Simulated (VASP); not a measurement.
Output of a VASP run:

OUTCAR:
```
 ion  position               nearest neighbor table
   1  0.993  0.993  0.014-   2 2.24   2 2.24   6 2.27   4 2.27
   2  0.132  0.132  0.236-   1 2.24   1 2.24   3 2.27   5 2.27
   3  0.955  0.522  0.023-   8 1.95   2 2.27   4 2.34   4 2.34   5 3.08
   4  0.170  0.603  0.227-   7 1.95   1 2.27   3 2.34   3 2.34   6 3.08
   5  0.522  0.955  0.023-   8 1.95   2 2.27   6 2.34   6 2.34   3 3.08
   6  0.603  0.170  0.227-   7 1.95   1 2.27   5 2.34   5 2.34   4 3.08
   7  0.511  0.511  0.978-   4 1.95   6 1.95   8 2.05   8 2.05
   8  0.614  0.614  0.272-   3 1.95   5 1.95   7 2.05   7 2.05
  LATTYP: Found a base centered orthorhombic cell.
 ALAT       =     7.1138856063
 B/A-ratio  =     1.3621382685
 C/A-ratio  =     0.5029169771
 Subroutine PRICEL returns:
 Original cell was already a primitive cell.
 Subroutine GETGRP returns: Found  8 space group operations
The static configuration has the point symmetry C_2v.
 The point group associated with its full space group is D_2h.
The dynamic configuration has the point symmetry C_2v.
 Subroutine INISYM returns: Found  8 space group operations
 Subroutine IBZKPT returns following result:
 Found     88 irreducible k-points:

 Following reciprocal coordinates:
            Coordinates               Weight
  0.000000  0.000000  0.000000      1.000000
  0.166667  0.000000  0.000000      4.000000
  0.333333 -0.000000  0.000000      4.000000
  0.500000 -0.000000  0.000000      2.000000
  0.166667  0.166667  0.000000      2.000000
  0.333333  0.166667  0.000000      4.000000
  0.500000  0.166667  0.000000      4.000000
 -0.333333  0.166667  0.000000      4.000000
 -0.166667  0.166667  0.000000      2.000000
  0.333333  0.333333  0.000000      2.000000
  0.500000  0.333333  0.000000      4.000000
 -0.333333  0.333333  0.000000      2.000000
  0.500000  0.500000  0.000000      1.000000
 -0.000000 -0.000000  0.083333      4.000000
  0.166667 -0.000000  0.083333      4.000000
  0.333333 -0.000000  0.083333      8.000000
  0.500000 -0.000000  0.083333      8.000000
 -0.333333  0.000000  0.083333      8.000000
 -0.166667  0.000000  0.083333      8.000000
  0.333333  0.333333  0.083333      4.000000
  0.500000  0.333333  0.083333      8.000000
 -0.333333  0.333333  0.083333      8.000000
 -0.166667  0.333333  0.083333      4.000000
  0.500000  0.500000  0.083333      4.000000
 -0.333333  0.500000  0.083333      4.000000
  0.000000  0.000000  0.166667      4.000000
  0.166667 -0.000000  0.166667      8.000000
  0.333333 -0.000000  0.166667      4.000000
  0.500000 -0.000000  0.166667      8.000000
 -0.333333 -0.000000  0.166667      8.000000
 -0.166667 -0.000000  0.166667      8.000000
  0.166667  0.166667  0.166667      2.000000
  0.500000  0.166667  0.166667      8.000000
 -0.333333  0.166667  0.166667      4.000000
  0.500000  0.500000  0.166667      4.000000
 -0.333333  0.500000  0.166667      8.000000
 -0.166667  0.500000  0.166667      4.000000
 -0.333333 -0.333333  0.166667      2.000000
  0.000000  0.000000  0.250000      4.000000
  0.166667  0.000000  0.250000      8.000000
   k-points           NKPTS =     88   k-points in BZ     NKDIM =     88   number of bands    NBANDS=     21
   number of dos      NEDOS =    601   number of ions     NIONS =      8
   total plane-waves  NPLWV =  81648
   dimension x,y,z NGX =    54 NGY =   54 NGZ =   28
   dimension x,y,z NGXF=   108 NGYF=  108 NGZF=   56
   ions per type =               6   2
   PREC   = accura    normal or accurate (medium, high low for compatibility)
   ISTART =      0    job   : 0-new  1-cont  2-samecut
   ICHARG =      2    charge: 1-file 2-atom 10-const
   ISPIN  =      1    spin polarized calculation?
   LNONCOLLINEAR =      F non collinear calculations
   LSORBIT =      F    spin-orbit coupling
   INIWAV =      1    electr: 0-lowe 1-rand  2-diag
   ENCUT  =  520.0 eV  38.22 Ry    6.18 a.u.  13.01 13.01  6.65*2*pi/ulx,y,z
   NELM   =    100;   NELMIN=  2; NELMDL= -5     # of ELM steps
...
```

OSZICAR:
```
       N       E                     dE             d eps       ncg     rms          rms(c)
DAV:   1     0.828394770836E+02    0.82839E+02   -0.13162E+04  3696   0.128E+03
DAV:   2    -0.416089720841E+02   -0.12445E+03   -0.11810E+03  4881   0.190E+02
DAV:   3    -0.493812834450E+02   -0.77723E+01   -0.74965E+01  4771   0.458E+01
DAV:   4    -0.496012348710E+02   -0.21995E+00   -0.21848E+00  4814   0.834E+00
DAV:   5    -0.496065365451E+02   -0.53017E-02   -0.53606E-02  4719   0.128E+00    0.109E+01
DAV:   6    -0.484382146296E+02    0.11683E+01   -0.16897E+00  4502   0.635E+00    0.635E+00
DAV:   7    -0.481440117564E+02    0.29420E+00   -0.74466E-01  4628   0.478E+00    0.163E+00
DAV:   8    -0.481279658698E+02    0.16046E-01   -0.97440E-02  4659   0.196E+00    0.725E-01
DAV:   9    -0.481276048308E+02    0.36104E-03   -0.16614E-02  4600   0.713E-01    0.296E-01
DAV:  10    -0.481272235274E+02    0.38130E-03   -0.32603E-03  4517   0.317E-01    0.900E-02
DAV:  11    -0.481270883051E+02    0.13522E-03   -0.36401E-04  4593   0.135E-01    0.389E-02
DAV:  12    -0.481270720575E+02    0.16248E-04   -0.11361E-04  4692   0.553E-02    0.193E-02
DAV:  13    -0.481270904229E+02   -0.18365E-04   -0.24758E-05  5069   0.291E-02    0.418E-03
DAV:  14    -0.481270914978E+02   -0.10749E-05   -0.38036E-06  4512   0.119E-02    0.225E-03
DAV:  15    -0.481270910303E+02    0.46744E-06   -0.40385E-07  4364   0.360E-03    0.981E-04
DAV:  16    -0.481270904283E+02    0.60203E-06   -0.22273E-08  2823   0.898E-04    0.307E-04
DAV:  17    -0.481270903900E+02    0.38260E-07   -0.39757E-09  2743   0.398E-04
   1 F= -.48127090E+02 E0= -.48127090E+02  d E =0.000000E+00
```

File OUTCAR:
```
------------------------ aborting loop because EDIFF is reached ----------------------------------------
  FORCE on cell =-STRESS in cart. coord.  units (eV):
  Direction    XX          YY          ZZ          XY          YZ          ZX
  --------------------------------------------------------------------------------------
  Total        0.1440507      0.1440507     -0.1741138      0.2901829     -0.0000000     -0.0000000
  in kB        1.8716201      1.8716201     -2.2622238      3.7702857     -0.0000000     -0.0000000
  external PRESSURE =       0.4936721 kB  Pullay stress =       0.0000000 kB
  volume of cell :      123.31
      direct lattice vectors                 reciprocal lattice vectors
     0.014673202  5.044949955  4.845047911    -0.099398110  0.099398110  0.103198154
     5.044949955  0.014673202  4.845047911     0.099398110 -0.099398110  0.103198154
     2.529811578  2.529811578  0.000000000     0.197643178  0.197643178 -0.206396308
 POSITION                                       TOTAL-FORCE (eV/Angst)
 -----------------------------------------------------------------------------------
      5.05962      5.05962      9.62132         0.000000      0.000000      0.059807
      1.26491      1.26491      1.28003        -0.000000     -0.000000     -0.059807
      2.70706      4.88237      7.15623        -0.062470      0.062470      0.002423
      3.61747      1.44216      3.74513         0.062470     -0.062470     -0.002423
      4.88237      2.70706      7.15623         0.062470     -0.062470      0.002423
      1.44216      3.61747      3.74513        -0.062470      0.062470     -0.002423
      5.05962      5.05962      4.95059         0.000000      0.000000      0.026150
      3.79472      3.79472      5.95077        -0.000000     -0.000000     -0.026150
 -----------------------------------------------------------------------------------
    total drift:                               -0.000001     -0.000001      0.000002
  FREE ENERGIE OF THE ION-ELECTRON SYSTEM (eV)
  ---------------------------------------------------
  free  energy   TOTEN  =       -48.1270903900 eV

  energy  without entropy=      -48.1270903900  energy(sigma->0) =      -48.12709039

 total charge

# of ion       s       p       d       tot
------------------------------------------
    1        0.773   1.018   0.000   1.791
    2        0.773   1.018   0.000   1.791
    3        0.745   0.941   0.000   1.687
    4        0.745   0.941   0.000   1.687
    5        0.745   0.941   0.000   1.687
    6        0.745   0.941   0.000   1.687
    7        0.881   1.308   0.000   2.189
    8        0.881   1.308   0.000   2.189
--------------------------------------------------
tot          6.288   8.419   0.000  14.707

 Electric field gradients after diagonalization (V/A^2)
 (convention: |V_zz| > |V_xx| > |V_yy|)
----------------------------------------------------------------------
 ion       V_xx      V_yy      V_zz     asymmetry (V_yy - V_xx)/ V_zz
----------------------------------------------------------------------
   1      13.023     1.637   -14.660       0.777
   2      13.023     1.637   -14.660       0.777
   3      -2.721    -0.292     3.013       0.806
   4      -2.721    -0.292     3.013       0.806
   5      -2.721    -0.292     3.013       0.806
   6      -2.721    -0.292     3.013       0.806
   7      29.688     0.705   -30.393       0.954
   8      29.688     0.705   -30.393       0.954
```
(Selected blocks of OUTCAR.)

File POSCAR:
```
C2Si6
1
    0.0146732020     5.0449499548     4.8450479110
    5.0449499548     0.0146732020     4.8450479110
    2.5298115783     2.5298115783    -0.0000000000
Si C
6 2
Direct
  0.9929027853   0.9929027853   0.0141944294
  0.1320972147   0.1320972147   0.2358055706
  0.9547313036   0.5222883930   0.0229803035
  0.1702686964   0.6027116070   0.2270196965
  0.5222883930   0.9547313036   0.0229803035
  0.6027116070   0.1702686964   0.2270196965
  0.5108912367   0.5108912367   0.9782175264
  0.6141087633   0.6141087633   0.2717824736
```

Write an INCAR and KPOINTS that could have produced this output.

Several could match; the one computed here: the input of the run itself, PBEsol GGA, plane waves, VASP's PBE PAW potentials (set 64).

INCAR:
```
ALGO=Normal
EDIFF=1E-7
ENCUT=520
GGA=PS
ISIF=2
ISMEAR=-5
LASPH=.True.
LCHARG=.True.
LEFG=.True.
LORBIT=11
LREAL=.False.
LWAVE=.False.
NEDOS=601
NELM=100
PREC=Accurate
SYSTEM=C2Si6
```

**KPOINTS**
```
K-points
0
Gamma
  6 6 12
```

POTCAR, in this order: Si C (PBE.64 set). Program: vasp_std.

For a metal the tetrahedron method with Blöchl corrections gives inexact stress and forces.

The structure was generated: C2Si6 was put into an ordered model structure (Cmcm), which need not be its known phase. It was relaxed first.
